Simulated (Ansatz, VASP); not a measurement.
## SnPN in VASP and in Ansatz

```
P Sn N
1.0
     3.61379    0.00000    0.00000
     0.00000    3.61379    0.00000
     0.00000    0.00000    7.65070
P Sn N
2 2 2
Direct
  0.00000 0.50000 0.08390
  0.50000 0.00000 0.91610
  0.00000 0.50000 0.65030
  0.50000 0.00000 0.34970
  0.00000 0.50000 0.33000
  0.50000 0.00000 0.67000
```

The cell was built by a generator and needn't be a form met in nature.

Alike in both runs: task single point; functional PBE; k mesh 5 × 5 × 3; occupations gaussian, width 0.0193 eV; no spin polarisation.

```csv
,VASP,Ansatz
version,VASP 6.6.1,Ansatz 0.2.0
potentials or method,"VASP PAW PBE potentials, release 64 (P, Sn_d, N)",PAW plane waves
plane-wave cutoff (eV),520,420
valence electrons in the cell,48,48
```

VASP gave:

```
gap on the k mesh at the Fermi level (eV)       : none
pressure (GPa)                                  : -1.6
largest component of the traceless stress (GPa) : 10.53
rms of the force components (eV/Å)              : 0.451
```

Task: Which values does Ansatz return?

Result: gap on the k mesh at the Fermi level (eV): none; pressure (GPa): -1.5; largest component of the traceless stress (GPa): 10.40; rms of the force components (eV/Å): 0.439.

Atom by atom the forces differ by 0.017 eV/Å (rms over components). A gap of «none» marks a metal or a gap that the smearing closes. With one functional, cell and mesh, what is left measures potentials, basis and numerics.

Caveats: forces of over 1 eV/Å show positions far from the minimum, so gaps and moduli don't describe the material at rest.
